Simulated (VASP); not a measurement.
# BeAu3 (Pm-3m) in VASP: convergence with k mesh

Aim: find how far k mesh must go before the results for BeAu3 settle, at PBE. This setting moves, with any that are tied to it; all else stays.

Program: VASP 6.6.1. These are calculated values, not measurements. Logs are shortened: lines on timing, memory, paths and dates and some standing lists are left out, and cuts for length are marked.

## 1. The crystal as given

It takes space group Pm-3m (No. 221, cubic). The conventional cell has a = 4.012 Å, b = 4.012 Å, c = 4.012 Å, α = 90.00°, β = 90.00°, γ = 90.00°. Au (site symmetry 4/mmm) has 8 Au at 2.84 Å and 4 Be at 2.84 Å as nearest neighbours. Around Be (site symmetry m-3m) lie 12 Au at 2.84 Å.

The cell comes from a database or a generator and needn't be the stable form of this composition.

## 2. With k mesh 2 × 2 × 2

INCAR

```
PREC     = Accurate       # precision mode
ENCUT    = 520            # plane-wave cutoff, eV
EDIFF    = 1E-6           # SCF threshold, eV
ISMEAR   = 1              # smearing method
SIGMA    = 0.1            # smearing width, eV
LREAL    = False          # projectors in reciprocal space
LASPH    = True           # aspherical terms in the spheres
NELM     = 100            # most SCF steps
ALGO     = Fast           # electronic algorithm
ISIF     = 2              # what is computed and relaxed
LWAVE    = False          # write WAVECAR
LCHARG   = False          # write CHGCAR
GGA      = PE             # functional
```

KPOINTS

```
regular mesh
0
Gamma
  2 2 2
```

POSCAR

```
BeAu3
1.0
    4.0117060000      0.0000000000      0.0000000000
    0.0000000000      4.0117060000      0.0000000000
    0.0000000000      0.0000000000      4.0117060000
Au Be
3 1
Direct
    0.5000000000      0.5000000000      0.0000000000
    0.5000000000      0.0000000000      0.5000000000
    0.0000000000      0.5000000000      0.5000000000
    0.0000000000      0.0000000000      0.0000000000
```

Potentials or basis: VASP PAW PBE potentials, release 64 (Au, Be).

Started as:

```
$ cat potpaw_PBE.64/Au/POTCAR potpaw_PBE.64/Be/POTCAR > POTCAR
$ mpirun -np 1 vasp_std > vasp.out
```

Wall time 8.5 s (1 thread of Intel Xeon Platinum 8375C at 2.90GHz (Ice Lake), shared host); peak memory 0.16 GiB.

Results:

- Free energy: -13.2566 eV
- Pressure: -1.5 GPa
- Band gap on the k mesh: none (metal or under the smearing width)

## 3. With k mesh 3 × 3 × 3

INCAR is that of step 2.

KPOINTS

```
regular mesh
0
Gamma
  3 3 3
```

POSCAR is that of step 2.

Potentials or basis: VASP PAW PBE potentials, release 64 (Au, Be).

Started as:

```
$ cat potpaw_PBE.64/Au/POTCAR potpaw_PBE.64/Be/POTCAR > POTCAR
$ mpirun -np 1 vasp_std > vasp.out
```

Wall time 8.5 s (1 thread of Intel Xeon Platinum 8375C at 2.90GHz (Ice Lake), shared host); peak memory 0.16 GiB.

Results:

* Free energy: -12.7014 eV
* Pressure: 1.3 GPa
* Band gap on the k mesh: none (metal or under the smearing width)

## 4. With k mesh 4 × 4 × 4

INCAR is that of step 3.

KPOINTS

```
regular mesh
0
Gamma
  4 4 4
```

POSCAR is that of step 3.

Started as:

```
$ cat potpaw_PBE.64/Au/POTCAR potpaw_PBE.64/Be/POTCAR > POTCAR
$ mpirun -np 1 vasp_std > vasp.out
```

Run time: 13 s. Hardware: 1 thread of Intel Xeon Platinum 8375C at 2.90GHz (Ice Lake), shared host; peak memory 0.16 GiB.

Results:

```yaml
Free_energy: -13.1853 eV
Pressure: -0.9 GPa
Band_gap_on_the_k_mesh: none (metal or under the smearing width)
```

## 5. With k mesh 5 × 5 × 5

INCAR is that of step 4.

KPOINTS

```
regular mesh
0
Gamma
  5 5 5
```

POSCAR is that of step 4.

Started as:

```
$ cat potpaw_PBE.64/Au/POTCAR potpaw_PBE.64/Be/POTCAR > POTCAR
$ mpirun -np 1 vasp_std > vasp.out
```

Run time: 13 s. Hardware: 1 thread of Intel Xeon Platinum 8375C at 2.90GHz (Ice Lake), shared host; peak memory 0.16 GiB.

Results:

- Free energy: -13.2151 eV
- Pressure: -1.5 GPa
- Band gap on the k mesh: none (metal or under the smearing width)

## 6. With k mesh 6 × 6 × 6

INCAR is that of step 5.

KPOINTS

```
regular mesh
0
Gamma
  6 6 6
```

POSCAR is that of step 5.

Potentials or basis: VASP PAW PBE potentials, release 64 (Au, Be).

Started as:

```
$ cat potpaw_PBE.64/Au/POTCAR potpaw_PBE.64/Be/POTCAR > POTCAR
$ mpirun -np 1 vasp_std > vasp.out
```

Wall time 21 s (1 thread of Intel Xeon Platinum 8375C at 2.90GHz (Ice Lake), shared host); peak memory 0.17 GiB.

Results:

| Property | Result |
| --- | --- |
| Free energy | -13.1333 eV |
| Pressure | -1.5 GPa |
| Band gap on the k mesh | none (metal or under the smearing width) |

## 7. With k mesh 8 × 8 × 8

INCAR is that of step 6.

KPOINTS

```
regular mesh
0
Gamma
  8 8 8
```

POSCAR is that of step 6.

Started as:

```
$ cat potpaw_PBE.64/Au/POTCAR potpaw_PBE.64/Be/POTCAR > POTCAR
$ mpirun -np 1 vasp_std > vasp.out
```

Wall time 34 s (1 thread of Intel Xeon Platinum 8375C at 2.90GHz (Ice Lake), shared host); peak memory 0.19 GiB.

Results:

* Free energy: -13.1396 eV
* Pressure: -1.5 GPa
* Band gap on the k mesh: none (metal or under the smearing width)

## 8. With k mesh 9 × 9 × 9

INCAR is that of step 7.

KPOINTS

```
regular mesh
0
Gamma
  9 9 9
```

POSCAR is that of step 7.

Started as:

```
$ cat potpaw_PBE.64/Au/POTCAR potpaw_PBE.64/Be/POTCAR > POTCAR
$ mpirun -np 1 vasp_std > vasp.out
```

Run time: 32 s. Hardware: 1 thread of Intel Xeon Platinum 8375C at 2.90GHz (Ice Lake), shared host; peak memory 0.18 GiB.

What came out:

```yaml
Free_energy: -13.1219 eV
Pressure: -1.3 GPa
Band_gap_on_the_k_mesh: none (metal or under the smearing width)
```

## 9. With k mesh 11 × 11 × 11

INCAR is that of step 8.

KPOINTS

```
regular mesh
0
Gamma
  11 11 11
```

POSCAR is that of step 8.

Potentials or basis: VASP PAW PBE potentials, release 64 (Au, Be).

Started as:

```
$ cat potpaw_PBE.64/Au/POTCAR potpaw_PBE.64/Be/POTCAR > POTCAR
$ mpirun -np 1 vasp_std > vasp.out
```

OUTCAR:

```text
PREC = Accurate
   ENCUT = 520
   EDIFF = 1E-6
   ISMEAR = 1
   LREAL = False
   LASPH = True
   NELM = 100
   ISIF = 2
   GGA = PE

 ion  position               nearest neighbor table
   1  0.500  0.500  0.000-   2 2.84   3 2.84   4 2.84   2 2.84   3 2.84   2 2.84   4 2.84   2 2.84
                             3 2.84   4 2.84   3 2.84   4 2.84
   2  0.500  0.000  0.500-   1 2.84   3 2.84   4 2.84   1 2.84   4 2.84   1 2.84   3 2.84   1 2.84
                             3 2.84   4 2.84   4 2.84   3 2.84
   3  0.000  0.500  0.500-   1 2.84   2 2.84   4 2.84   1 2.84   4 2.84   2 2.84   4 2.84   4 2.84
                             1 2.84   2 2.84   1 2.84   2 2.84
   4  0.000  0.000  0.000-   1 2.84   2 2.84   3 2.84   2 2.84   3 2.84   1 2.84   3 2.84   3 2.84
                             1 2.84   2 2.84   2 2.84   1 2.84

  LATTYP: Found a simple cubic cell.
 ALAT       =     4.0117060000

  Lattice vectors:

 A1 = (   4.0117060000,   0.0000000000,   0.0000000000)
 A2 = (   0.0000000000,   4.0117060000,   0.0000000000)
 A3 = (   0.0000000000,   0.0000000000,   4.0117060000)

Analysis of symmetry for initial positions (statically):
=====================================================================
 Subroutine PRICEL returns:
 Original cell was already a primitive cell.

 Routine SETGRP: Setting up the symmetry group for a
 simple cubic supercell.

 Subroutine GETGRP returns: Found 48 space group operations
 (whereof 48 operations were pure point group operations)
 out of a pool of 48 trial point group operations.

The static configuration has the point symmetry O_h .

Analysis of symmetry for dynamics (positions and initial velocities):
=====================================================================
 Subroutine PRICEL returns:
 Original cell was already a primitive cell.

 Routine SETGRP: Setting up the symmetry group for a
 simple cubic supercell.

 Subroutine GETGRP returns: Found 48 space group operations
 (whereof 48 operations were pure point group operations)
 out of a pool of 48 trial point group operations.

The dynamic configuration has the point symmetry O_h .

 Subroutine INISYM returns: Found 48 space group operations
 (whereof 48 operations are pure point group operations),
 and found     1 'primitive' translations

----------------------------------------------------------------------------------------

                                     Primitive cell

  volume of cell :      64.5635

  direct lattice vectors                    reciprocal lattice vectors
     4.011706000  0.000000000  0.000000000     0.249270510  0.000000000  0.000000000
     0.000000000  4.011706000  0.000000000     0.000000000  0.249270510  0.000000000
     0.000000000  0.000000000  4.011706000     0.000000000  0.000000000  0.249270510

  length of vectors
     4.011706000  4.011706000  4.011706000     0.249270510  0.249270510  0.249270510

  position of ions in fractional coordinates (direct lattice)
     0.500000000  0.500000000  0.000000000
     0.500000000  0.000000000  0.500000000
     0.000000000  0.500000000  0.500000000
     0.000000000  0.000000000  0.000000000

  ion indices of the primitive-cell ions
   primitive index   ion index
                 1           1
                 2           2
                 3           3
                 4           4

----------------------------------------------------------------------------------------

 KPOINTS: regular mesh

Automatic generation of k-mesh.
 Grid dimensions read from file:
 generate k-points for:   11   11   11

 Generating k-lattice:

  Cartesian coordinates                     Fractional coordinates (reciprocal lattice)
     0.022660955  0.000000000  0.000000000     0.090909091  0.000000000  0.000000000
     0.000000000  0.022660955  0.000000000     0.000000000  0.090909091  0.000000000
     0.000000000  0.000000000  0.022660955     0.000000000  0.000000000  0.090909091

  Length of vectors
     0.022660955  0.022660955  0.022660955

  Shift w.r.t. Gamma in fractional coordinates (k-lattice)
     0.000000000  0.000000000  0.000000000

 Subroutine IBZKPT returns following result:
 ===========================================

 Found     56 irreducible k-points:

 Following reciprocal coordinates:
            Coordinates               Weight
  0.000000  0.000000  0.000000      1.000000
  0.090909  0.000000  0.000000      6.000000
  0.181818  0.000000  0.000000      6.000000
  0.272727  0.000000  0.000000      6.000000
  0.363636  0.000000  0.000000      6.000000
  0.454545  0.000000  0.000000      6.000000
[... 16 lines left out ...]
  0.181818  0.090909  0.090909     24.000000
  0.272727  0.090909  0.090909     24.000000
 [... further k-points ...]
   k-points           NKPTS =     56   k-points in BZ     NKDIM =     56   number of bands    NBANDS=     21
   number of dos      NEDOS =    301   number of ions     NIONS =      4
   total plane-waves  NPLWV =  27000
   dimension x,y,z NGX =    30 NGY =   30 NGZ =   30
   dimension x,y,z NGXF=    60 NGYF=   60 NGZF=   60
   ions per type =               3   1
   NGX,Y,Z   is equivalent  to a cutoff of  12.43, 12.43, 12.43 a.u.
   NGXF,Y,Z  is equivalent  to a cutoff of  24.86, 24.86, 24.86 a.u.
 SYSTEM =  unknown system
   PREC   = accura    normal or accurate (medium, high low for compatibility)
   ISTART =      0    job   : 0-new  1-cont  2-samecut
   ICHARG =      2    charge: 1-file 2-atom 10-const
   ISPIN  =      1    spin polarized calculation?
   LNONCOLLINEAR =      F non collinear calculations
   LSORBIT =      F    spin-orbit coupling
   LASPH  =      T    aspherical Exc in radial PAW
   ENCUT  =  520.0 eV  38.22 Ry    6.18 a.u.   7.46  7.46  7.46*2*pi/ulx,y,z
   NELM   =    100;   NELMIN=  2; NELMDL= -5     # of ELM steps
   EDIFF  = 0.1E-05   stopping-criterion for ELM
   LREAL  =      F    real-space projection
   EDIFFG = 0.1E-04   stopping-criterion for IOM
   NSW    =      0    number of steps for IOM
   IBRION =     -1    ionic relax: 0-MD 1-quasi-New 2-CG
   NFREE  =      0    steps in history (QN), initial steepest desc. (CG)
   ISIF   =      2    stress and relaxation
   ISYM   =      2    0-nonsym 1-usesym 2-fastsym
   POTIM  = 0.5000    time-step for ionic-motion
   TEBEG  =    0.0;   TEEND  =   0.0 temperature during run
   PSTRESS=    0.0 pullay stress
   NELECT =      35.0000    total number of electrons
   NUPDOWN=      -1.0000    fix difference up-down
   EMIN   =  10.00;   EMAX   =-10.00  energy-range for DOS
   EFERMI =   0.00;   METHOD = LEGACY
   ISMEAR =     1;   SIGMA  =   0.10  broadening in eV -4-tet -1-fermi 0-gaus
   EFERMI_NEDOS =   21; number of points for ismear=-14 and -15
   IALGO  =     68    algorithm
   IMIX   =      4    mixing-type and parameters
     AMIX     =   0.40;   BMIX     =  1.00
     AMIX_MAG =   1.60;   BMIX_MAG =  1.00
  volume/ion in A,a.u.               =      16.14       108.92
  Fermi-wavevector in a.u.,A,eV,Ry     =   1.334858  2.522516 24.243486  1.781846
  Thomas-Fermi vector in A             =   2.463607
   LORBIT       =      0    0 simple, 1 ext, 2 COOP (PROOUT), +10 PAW based schemes
   GGA     = PE    functional components
   LHFCALC =     F    Hartree Fock is set to
   AEXX    =    0.0000 exact exchange contribution
   IVDW    =     0    specifies the selected vdW correction
   LEPSILON=     F    determine dielectric tensor
   LRPA    =     F    only Hartree local field effects (RPA)
 non-spin polarized calculation
 RMM-DIIS sequential band-by-band and
 Methfessel and Paxton  Order N= 1 SIGMA  =   0.10
  energy-cutoff  :      520.00
  volume of cell :       64.56
 maximum number of plane-waves:      1767
 NGX is ok and might be reduce to    30
   NGX = 15   NGY = 15   NGZ = 15

 number of electron      35.0000009 magnetization

 Free energy of the ion-electron system (eV)
  ---------------------------------------------------
  ext. energy  EPLUGINS =         0.00000000
  ---------------------------------------------------
  free energy    TOTEN  =       -13.14869341 eV

  energy without entropy =      -13.14985207  energy(sigma->0) =      -13.14907963

 E-fermi :   8.4381     XC(G=0): -11.9473

 val. band max:        8.3894001086   @ k =   0.1818   0.1818   0.0909
 cond. band min:       8.4605787142   @ k =   0.3636   0.2727   0.0000
 fundamental gap:      0.0711786056
 Fermi energy:         8.4380884804

 k-point     1 :       0.0000    0.0000    0.0000
  band No.  band energies     occupation
      1      -1.4203      2.00000
      2       0.9875      2.00000
      3       1.9186      2.00000
      4       1.9186      2.00000
      5       1.9186      2.00000
      6       2.1783      2.00000
[... 550 lines left out ...]
      5       2.3591      2.00000
      6       2.4030      2.00000
[... 13 lines left out ...]
     20      12.9039      0.00000
     21      13.4629      0.00000

 [... further k-points ...]
[... 5 lines left out ...]
  --------------------------------------------------------------------------------------
  -------------------------------------------------------------------------------------
  Total       -0.5487945     -0.5487945     -0.5487945     -0.0000000     -0.0000000     -0.0000000
  in kB      -13.6186179    -13.6186179    -13.6186179     -0.0000000     -0.0000000     -0.0000000
  external PRESSURE =     -13.6186179 kB  Pullay stress =       0.0000000 kB

 VOLUME and BASIS-vectors are now :
 -----------------------------------------------------------------------------
  energy-cutoff  :      520.00
  volume of cell :       64.56
      direct lattice vectors                 reciprocal lattice vectors
     4.011706000  0.000000000  0.000000000     0.249270510  0.000000000  0.000000000
     0.000000000  4.011706000  0.000000000     0.000000000  0.249270510  0.000000000
     0.000000000  0.000000000  4.011706000     0.000000000  0.000000000  0.249270510

 POSITION                                       TOTAL-FORCE (eV/Angst)
 -----------------------------------------------------------------------------------
      2.00585      2.00585      0.00000         0.000000      0.000000      0.000000
      2.00585      0.00000      2.00585         0.000000      0.000000      0.000000
      0.00000      2.00585      2.00585         0.000000      0.000000      0.000000
      0.00000      0.00000      0.00000         0.000000      0.000000      0.000000
 -----------------------------------------------------------------------------------
    total drift:                                0.000000      0.000000     -0.000000

  FREE ENERGIE OF THE ION-ELECTRON SYSTEM (eV)
  ---------------------------------------------------
  free  energy   TOTEN  =       -13.1486934128 eV

  energy  without entropy=      -13.1498520681  energy(sigma->0) =      -13.14907963
```

Run time: 53 s. Hardware: 1 thread of Intel Xeon Platinum 8375C at 2.90GHz (Ice Lake), shared host; peak memory 0.21 GiB.

Results:

```yaml
Free_energy: -13.1487 eV
Pressure: -1.4 GPa
Band_gap_on_the_k_mesh: none (metal or under the smearing width)
```

## 10. Summary

```tsv
k mesh	energy less the tightest run, at zero smearing (meV/atom)	pressure (GPa)	SCF cycles	CPU time (s)	peak memory (GiB)
2 × 2 × 2	-25.12	-1.45	14	6.9	0.16
3 × 3 × 3	111.92	1.34	14	6.9	0.16
4 × 4 × 4	-9.32	-0.90	14	11	0.16
5 × 5 × 5	-16.42	-1.50	14	11	0.16
6 × 6 × 6	3.86	-1.53	14	19	0.17
8 × 8 × 8	2.48	-1.52	14	32	0.19
9 × 9 × 9	6.81	-1.34	14	30	0.18
11 × 11 × 11	0.00	-1.36	14	51	0.21
```

Against the tightest run, the pressure stays within 0.1 GPa from 9 × 9 × 9 on. Not settled before the last step: the energy (to 1 meV/atom). Meshes of other sizes hit other points, so gaps and Fermi surfaces needn't settle smoothly. The tightest run that finished is the yardstick and may itself not be fully converged.
